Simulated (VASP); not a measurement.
Data:

```yaml
crystal:
  lattice:
    - [5.67315, 0.00000, 0.00000]
    - [0.00000, 5.67315, 0.00000]
    - [0.00000, 0.00000, 5.67315]
  atoms:
    - { symbol: Cs, position: [0.00000, 0.00000, 0.00000] }
    - { symbol: Pb, position: [0.50000, 0.50000, 0.50000] }
    - { symbol: Cl, position: [0.50000, 0.00000, 0.50000] }
    - { symbol: Cl, position: [0.00000, 0.50000, 0.50000] }
    - { symbol: Cl, position: [0.50000, 0.50000, 0.00000] }
```

The numbers are results of PBE GGA with D4 dispersion, VASP's PBE PAW potentials (set 64) (plane waves; VASP), not measurements. Run with 520 eV cut-off, Gaussian smearing of 0.050 eV, potentials Cs_sv Pb_d Cl.

Unless said otherwise, spin-orbit coupling is left out, though it shifts the bands of the heavy elements here.

**Question.** Give the energies of bands 13 to 25 at the high-symmetry points, in eV from the valence-band maximum.

**Answer.** 
| band | Γ | X | M | R |
|---|---|---|---|---|
| 13 | -6.53 | -7.39 | -7.95 | -8.03 |
| 14 | -4.32 | -4.25 | -4.12 | -2.92 |
| 15 | -4.32 | -4.25 | -3.12 | -2.92 |
| 16 | -4.32 | -2.90 | -2.58 | -2.92 |
| 17 | -2.36 | -2.47 | -2.58 | -2.51 |
| 18 | -2.36 | -2.46 | -2.54 | -2.51 |
| 19 | -2.36 | -2.46 | -2.54 | -1.97 |
| 20 | -2.27 | -2.37 | -2.52 | -1.97 |
| 21 | -2.27 | -2.37 | -1.98 | -1.97 |
| 22 | -2.27 | -1.56 | -0.75 | 0.00 |
| 23 | 3.52 | 3.10 | 2.64 | 2.10 |
| 24 | 4.54 | 4.85 | 2.64 | 2.10 |
| 25 | 4.54 | 5.38 | 5.01 | 2.10 |

The gap is direct, 2.10 eV, from the valence maximum at R to the conduction minimum at R.

The compound is CsPbCl3 in the cubic perovskite structure, the ideal cubic form; the compound distorts at low or room temperature. It was relaxed first.
